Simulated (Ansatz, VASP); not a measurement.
# Cross-check of Ba4Sr3Li4Zr2Si34O81 between VASP and Ansatz, part 2 of 2

One calculation is typed for both programs; each brings its own data sets. How far apart do they land? Of the first pair: The structure shown is frame 34 of Ansatz's trajectory.

VASP 6.6.1 and Ansatz 0.2.0.

So far. Step 3 (VASP: single point, PBE, pair 1): The run ends at a pressure of -3.19 GPa, with forces up to 3.8 eV/Å.

## Step 6: VASP: single point, PBE, pair 2

Level of this step: PBE; plane waves and PAW (Si, Ba_sv, Sr_sv, Li_sv, Zr_sv, O) (VASP).

The same cell, functional and mesh now go to VASP, with its own data sets.

File INCAR:

```
SYSTEM = Ba4Sr3Li4Zr2Si34O81
PREC = Accurate
ENCUT = 650
EDIFF = 1E-06
NELM = 120
ISMEAR = 0
SIGMA = 0.01
LREAL = Auto
ALGO = Normal
GGA = PE
NBANDS = 464
LASPH = .TRUE.
LORBIT = 11
LWAVE = .FALSE.
LCHARG = .FALSE.
ISIF = 2
GGA_COMPAT = .FALSE.
EFERMI = MIDGAP
NCORE = 4
```

File POSCAR:

```
Ba4Sr3Li4Zr2Si34O81
1.0
   12.2201200000      0.0000000000      0.0000000000
    0.0000000000     12.2201200000      0.0000000000
    0.0000000000      0.0000000000     12.2201200000
Si Ba Sr Li Zr O
34 4 3 4 2 81
Direct
    0.7547798221      0.8471357073      0.2436719116
    0.5451583127      0.3675495822      0.0719796532
    0.0204907971      0.2379682033      0.5606000596
    0.7361138843      0.9664962374      0.4849543212
    0.8699587238      0.6126126421      0.2108980927
    0.0556377515      0.1694991539      0.9105147904
    0.4358140509      0.6887166411      0.4673194699
    0.6340363270      0.5095285480      0.2569123707
    0.1456041348      0.3536626482      0.7560073060
    0.6351246960      0.9771753469      0.9235834018
    0.7130453711      0.4099877906      0.8902285739
    0.9246554044      0.3543909552      0.0106709263
    0.1127975830      0.5030147003      0.9382804752
    0.0216282655      0.7319895386      0.5606327925
    0.2743017254      0.6371050366      0.2691462932
    0.5619175589      0.2391711374      0.5408539360
    0.1007764245      0.1562014121      0.3377380910
    0.0615869566      0.5521467874      0.3796034736
    0.9748676772      0.7106804189      0.9969787531
    0.8916033558      0.2401694910      0.2182057132
    0.0401960046      0.0227984668      0.6953941532
    0.4791114981      0.0260881235      0.4409940328
    0.0826996789      0.9030844214      0.3951352360
    0.5993885494      0.2076902682      0.7869235327
    0.7994929673      0.2117164152      0.4524587320
    0.3072392088      0.2271581621      0.1991797135
    0.6282098703      0.5968599326      0.7273578328
    0.8389852145      0.0234940410      0.0763985951
    0.2834751214      0.1205307313      0.9750313418
    0.3023783727      0.4493982056      0.0947699368
[... 92 atom lines left out ...]
    0.2071256256      0.8960222977      0.4397338160
    0.9031089711      0.6369004560      0.0865048788
    0.5157723492      0.6334962341      0.7785520928
    0.1256206977      0.4808708916      0.8049348124
    0.5112388422      0.3638507641      0.5477687617
    0.0684772326      0.8278232947      0.2830086775
```

File KPOINTS:

```
Automatic mesh
0
Gamma
1 1 1
0 0 0
```

Potentials, in the order of the species: Si, Ba_sv, Sr_sv, Li_sv, Zr_sv and O (PBE family, release 64).

Started as:

```sh
mpirun -np 16 vasp_gam
```

Numbers of over 12 decimals in the logs are rounded to 6 here.

Log:

```text
[... set-up lines as in an earlier step ...]
 entering main loop
       N       E                     dE             d eps       ncg     rms          rms(c)
DAV:   1     0.806157890425E+04    0.80616E+04   -0.47948E+05   928   0.186E+03
DAV:   2    -0.340675987079E+03   -0.84023E+04   -0.80828E+04  1152   0.424E+02
DAV:   3    -0.108715270797E+04   -0.74648E+03   -0.74125E+03  1112   0.134E+02
DAV:   4    -0.111538152698E+04   -0.28229E+02   -0.28126E+02  1288   0.238E+01
[...]
DAV:  18    -0.972221665502E+03    0.16665E-05   -0.23208E-05  1072   0.805E-03    0.145E-02
DAV:  19    -0.972221667951E+03   -0.24493E-05   -0.13981E-05  1048   0.952E-03    0.804E-03
DAV:  20    -0.972221668157E+03   -0.20561E-06   -0.94105E-06  1032   0.610E-03
   1 F= -.97222167E+03 E0= -.97222167E+03  d E =0.000000E+00
```

From OUTCAR (step 6):

```text
  Total       31.8860446     28.4609208     12.2643444      3.0378648     -1.8271391     -0.3115896
  in kB       27.9952803     24.9880932     10.7678378      2.6671818     -1.6041899     -0.2735692
  external PRESSURE =      21.2504038 kB  Pullay stress =       0.0000000 kB

 POSITION                                       TOTAL-FORCE (eV/Angst)
 -----------------------------------------------------------------------------------
      9.22350     10.35210      2.97770        -0.097523     -0.180444      0.036082
      6.66190      4.49150      0.87960         0.283538      0.489249      0.866328
      0.25040      2.90800      6.85060        -0.043934      0.902378      0.178692
      8.99540     11.81070      5.92620        -1.503025     -0.323272     -2.110021
     10.63100      7.48620      2.57720        -1.298321      0.122331      0.250954
[...]
7.20610      1.12110     10.46880         0.421480     -0.705821     -1.113714
      8.57290      8.63480      8.65880         0.499468     -0.216902     -0.361698
      0.05390      7.58090      5.93840        -0.041538      0.120969     -0.068642
      9.38360      6.45090      2.81810        -0.424204     -0.474300      0.553280
      8.32040      3.22790      5.82050        -1.181144      0.057175      0.692167
      5.43860      6.77680      5.92790        -0.638582     -1.111178      0.849200
      4.00270     12.18312     11.46240        -0.076298      1.005489     -0.015005
      0.59450      9.60120      0.90560         0.973827      1.263419      0.994089
[...]
-----------------------------------------------------------------------------------
    total drift:                               -0.005852      0.007243      0.006588

  FREE ENERGIE OF THE ION-ELECTRON SYSTEM (eV)
  ---------------------------------------------------
  free  energy   TOTEN  =      -972.2216681566 eV

  energy  without entropy=     -972.2216681566  energy(sigma->0) =     -972.22166816

[... 2 parts as in an earlier step ...]

[... 1 further part left out ...]
[key lines of the parts left out:]
E-fermi :   4.0131
```

The run ends at a pressure of 2.13 GPa, with forces up to 4.1 eV/Å.

## Step 7: Comparison

Forces on 10 of the 128 atoms, those with the largest forces and the largest differences (eV/Å; atoms numbered as in POSCAR):

```csv
atom,"Ansatz x, y, z","VASP x, y, z"
Si9,"1.160, 1.468, -2.385","1.131, 1.497, -2.407"
Si15,"1.026, -1.013, 2.525","1.071, -1.012, 2.518"
Si21,"-0.885, 1.918, 1.820","-0.927, 1.949, 1.855"
Si26,"-0.956, -0.581, -1.111","-1.021, -0.663, -1.145"
Si31,"-2.468, -0.066, -1.279","-2.469, -0.098, -1.265"
Si32,"-2.141, 1.067, 1.220","-2.182, 0.992, 1.194"
Ba37,"0.297, -0.366, 0.085","0.561, -0.413, 0.171"
O63,"0.436, -0.584, -0.008","0.216, -0.584, -0.040"
O102,"2.216, -0.577, -1.471","2.273, -0.595, -1.500"
O104,"-0.739, 2.545, -3.074","-0.769, 2.571, -3.076"
```

The forces differ by 35 meV/Å r.m.s., which is 3.9 % of the r.m.s. force of 0.897 eV/Å (both taken over all components).

## Step 8: Ansatz: dynamics, PBE

One frame of this run of dynamics is then solved in both programs, so the motion causes no difference.

The structure compared here is frame 103 of Ansatz's trajectory.

File input.yaml:

```yaml
crystal:
  lattice:
    - [12.22012, 0.0, 0.0]
    - [0.0, 12.22012, 0.0]
    - [0.0, 0.0, 12.22012]
  atoms:
    - { symbol: Si, position: [0.75957, 0.85166, 0.24814] }
    - { symbol: Si, position: [0.55458, 0.36832, 0.06834] }
    - { symbol: Si, position: [0.0225, 0.2508, 0.55869] }
    - { symbol: Si, position: [0.73406, 0.96574, 0.48593] }
    - { symbol: Si, position: [0.86652, 0.61776, 0.2066] }
    - { symbol: Si, position: [0.06357, 0.17597, 0.90696] }
    - { symbol: Si, position: [0.42983, 0.6858, 0.45559] }
    - { symbol: Si, position: [0.64301, 0.50055, 0.25903] }
    - { symbol: Si, position: [0.15064, 0.37092, 0.74776] }
    - { symbol: Si, position: [0.64458, 0.99173, 0.91434] }
    - { symbol: Si, position: [0.72147, 0.41475, 0.88683] }
    - { symbol: Si, position: [0.93238, 0.35558, 0.01349] }
    - { symbol: Si, position: [0.11545, 0.5147, 0.9404] }
    - { symbol: Si, position: [0.02408, 0.72823, 0.56832] }
    - { symbol: Si, position: [0.27253, 0.64229, 0.26276] }
    - { symbol: Si, position: [0.56197, 0.24097, 0.54255] }
    - { symbol: Si, position: [0.10104, 0.1476, 0.34261] }
    - { symbol: Si, position: [0.05749, 0.5528, 0.37441] }
    - { symbol: Si, position: [0.96436, 0.71434, 0.98966] }
    - { symbol: Si, position: [0.88995, 0.2316, 0.21878] }
    - { symbol: Si, position: [0.03966, 0.02936, 0.69844] }
    - { symbol: Si, position: [0.47254, 0.02505, 0.45163] }
    - { symbol: Si, position: [0.08032, 0.89419, 0.3922] }
    - { symbol: Si, position: [0.60238, 0.21664, 0.79121] }
    - { symbol: Si, position: [0.79718, 0.21908, 0.45232] }
    - { symbol: Si, position: [0.30763, 0.22337, 0.20344] }
    - { symbol: Si, position: [0.63193, 0.59504, 0.72678] }
    - { symbol: Si, position: [0.84454, 0.0222, 0.07495] }
    - { symbol: Si, position: [0.28899, 0.12058, 0.98482] }
    - { symbol: Si, position: [0.31084, 0.4495, 0.0936] }
[... 92 atom lines left out ...]
    - { symbol: O, position: [0.20094, 0.86798, 0.43433] }
    - { symbol: O, position: [0.88428, 0.64282, 0.07847] }
    - { symbol: O, position: [0.51733, 0.62434, 0.77822] }
    - { symbol: O, position: [0.12751, 0.48407, 0.80966] }
    - { symbol: O, position: [0.51067, 0.36294, 0.53989] }
    - { symbol: O, position: [0.06181, 0.83591, 0.27765] }
kpoints:
  mp_grid: { grid: [1, 1, 1] }
hamiltonian:
  xc: pbe
scf:
  occupations: { method: fixed }
output:
  forces: true
md:
  timestep: 1.0
  n_steps: 103
  ensemble: nvt_langevin
  temperature: 300
  initial_velocities: maxwell_boltzmann
  seed: 3190
```

Started as:

```sh
ansatz run input.yaml --threads 4 --pin off --max-ram 8192MiB --backend cpu --events-out ev --progress --plain --runs-dir out
```

Log:

```text
[...]
Crystal: 128 atoms, lattice volume = 1824.847 Å³
Basis set: ecut = 420 eV, 35585 PW (Γ), exchange–correlation on 180×180×180 points (8 copies of the dense FFT grid, shifted against one another)
Bands: 492, of which v1, the nominal top of the filled ones, is band 364 counted from 1 (363 counted from 0)
Symmetry: 1 space group operations
k-points: 1
[...]
atom   7  Si     0.02700660    -0.14238271    -0.47649915
  atom   8  Si     0.82339779    -2.03789194     1.36245977
[...]
atom 125  O      1.10503866    -0.22605613    -0.48541867
  atom 126  O      0.39901909    -1.06069067     1.35073329
  atom 127  O      0.40400377     0.49089306    -0.01750507
  atom 128  O      0.16817712    -0.11330865    -1.13195968
  max |Σ_I F_I| component: 5.33e-5 eV/Å
--- MD trajectory: 103 steps, t = 0.0 → 103.0 fs ---
[...]
[key lines of the parts left out:]
SCF converged after 8 iterations
Free energy (F): -111344.662598 eV
Fermi energy:    4.432244 eV
```

## Step 9: VASP: single point, PBE, pair 3

The same cell, functional and mesh now go to VASP, with its own data sets.

INCAR is that of step 6.

File POSCAR:

```
Ba4Sr3Li4Zr2Si34O81
1.0
   12.2201200000      0.0000000000      0.0000000000
    0.0000000000     12.2201200000      0.0000000000
    0.0000000000      0.0000000000     12.2201200000
Si Ba Sr Li Zr O
34 4 3 4 2 81
Direct
    0.7477013319      0.8484041073      0.2407177671
    0.5431288727      0.3652582790      0.0782316377
    0.0238459197      0.2366752536      0.5694788595
    0.7409338043      0.9616926839      0.4825239032
    0.8617754981      0.6124898937      0.2087704540
    0.0558914315      0.1702520106      0.9138126303
    0.4378598574      0.6820718618      0.4688660995
    0.6317695735      0.5130309686      0.2495311012
    0.1479199877      0.3579915746      0.7564901163
    0.6438561978      0.9821261984      0.9265129966
    0.7130617375      0.4065590191      0.8883136990
    0.9199909657      0.3510685656      0.0030523432
    0.1055472450      0.5019917971      0.9428385319
    0.0178557985      0.7331351902      0.5617375279
    0.2750627653      0.6480050932      0.2752264299
    0.5762545703      0.2397685129      0.5449946482
    0.0957846568      0.1594337862      0.3488181785
    0.0543038857      0.5597162712      0.3823530374
    0.9796630475      0.7099439285      0.9950638783
    0.8886819442      0.2383282652      0.2177147197
    0.0371600279      0.0175857520      0.6990847880
    0.4812064039      0.0335184925      0.4497009849
    0.0862102827      0.9039027440      0.3986458398
    0.5963280230      0.2093596462      0.7936010448
    0.8075698111      0.2122892410      0.4517304249
    0.3064372527      0.2279437518      0.2009391070
    0.6195765672      0.5945031636      0.7284216522
    0.8494433770      0.0236004229      0.0825278312
    0.2874194361      0.1170364939      0.9764143069
    0.2995878928      0.4415504921      0.1024949019
[... 92 atom lines left out ...]
    0.2131648462      0.8995738176      0.4400365954
    0.8980762873      0.6307139373      0.0781825383
    0.5012634900      0.6244865026      0.7810561598
    0.1169137455      0.4844960606      0.8014896744
    0.5128591209      0.3608720700      0.5380143567
    0.0799582983      0.8266039941      0.2912819187
```

KPOINTS is that of step 6.

Started as:

```sh
mpirun -np 16 vasp_gam
```

Log:

```text
[... set-up lines as in an earlier step ...]
 entering main loop
       N       E                     dE             d eps       ncg     rms          rms(c)
DAV:   1     0.799697823324E+04    0.79970E+04   -0.47850E+05   928   0.186E+03
DAV:   2    -0.336245957617E+03   -0.83332E+04   -0.80205E+04  1144   0.422E+02
DAV:   3    -0.108121244169E+04   -0.74497E+03   -0.73969E+03  1104   0.133E+02
DAV:   4    -0.111046961555E+04   -0.29257E+02   -0.29136E+02  1336   0.239E+01
[...]
DAV:  18    -0.972526639737E+03    0.27868E-06   -0.23544E-05  1056   0.892E-03    0.956E-03
DAV:  19    -0.972526641978E+03   -0.22411E-05   -0.78774E-06  1040   0.787E-03    0.573E-03
DAV:  20    -0.972526642804E+03   -0.82685E-06   -0.86670E-06  1056   0.593E-03
   1 F= -.97252664E+03 E0= -.97252664E+03  d E =0.000000E+00
```

OUTCAR, selected parts (step 9):

```text
  Total      -21.4351838    -12.6813170    -31.8201719      1.7767559     -2.0163789     -1.5779632
  in kB      -18.8196431    -11.1339311    -27.9374454      1.5599545     -1.7703385     -1.3854187
  external PRESSURE =     -19.2970066 kB  Pullay stress =       0.0000000 kB

  FREE ENERGIE OF THE ION-ELECTRON SYSTEM (eV)
  ---------------------------------------------------
  free  energy   TOTEN  =      -972.5266428045 eV

  energy  without entropy=     -972.5266428045  energy(sigma->0) =     -972.52664280

[... 1 part as in an earlier step ...]

[... 2 further parts left out ...]
[key lines of the parts left out:]
E-fermi :   3.8917
```

The run ends at a pressure of -1.93 GPa, with forces up to 3.2 eV/Å.

## Step 10: Comparison

Forces on 10 of the 128 atoms, those with the largest forces and the largest differences (eV/Å; atoms numbered as in POSCAR):

```csv
atom,"Ansatz x, y, z","VASP x, y, z"
Si1,"2.433, -0.610, 0.594","2.525, -0.616, 0.641"
Si8,"0.823, -2.038, 1.363","0.855, -2.110, 1.422"
Si12,"1.010, 0.069, 2.242","1.018, 0.092, 2.274"
Si13,"1.464, 1.816, -2.026","1.500, 1.849, -2.046"
Si15,"0.428, -3.131, 0.568","0.480, -3.154, 0.580"
Si21,"-0.378, 2.711, 0.951","-0.422, 2.727, 0.983"
Si26,"-1.443, -1.941, 0.299","-1.507, -2.044, 0.265"
Ba36,"-0.249, 0.080, -0.690","-0.215, 0.030, -0.827"
Ba37,"0.765, -0.154, -0.196","1.079, -0.238, -0.108"
O63,"-0.484, -0.147, -0.085","-0.769, -0.105, -0.109"
```

The forces differ by 39 meV/Å r.m.s., which is 4.8 % of the r.m.s. force of 0.800 eV/Å (both taken over all components).

## Step 11: Results

| Property | Result |
| --- | --- |
| r.m.s. force difference (single point, PBE, pair 1) | 3.4 % of the r.m.s. force |
| r.m.s. force difference (single point, PBE, pair 2) | 3.9 % of the r.m.s. force |
| r.m.s. force difference (single point, PBE, pair 3) | 4.8 % of the r.m.s. force |

In words: The r.m.s. force difference is 4.8 % of the r.m.s. force (single point, PBE, pair 3), beyond the 3 % picked in this series as the mark of a large difference. What causes the difference of the single point, PBE, pair 1 pair stays open here. What causes the difference of the single point, PBE, pair 2 pair stays open here. What causes the difference of the single point, PBE, pair 3 pair stays open here. How closely two codes agree says nothing of how well the functional describes the real material.

[Lines on the potential files, build, host, timing and source positions are cut from VASP's logs without a mark.]

[Logs are printed without paths, hosts, clocks, repeated set-up lines and the standing remarks that a program may print on its own settings, such as how far it seeks lower states.]

[Hosts, paths, dates, database ids (printed as entryN), source tags and the programs' standing remarks are cut or masked in the printed files.]
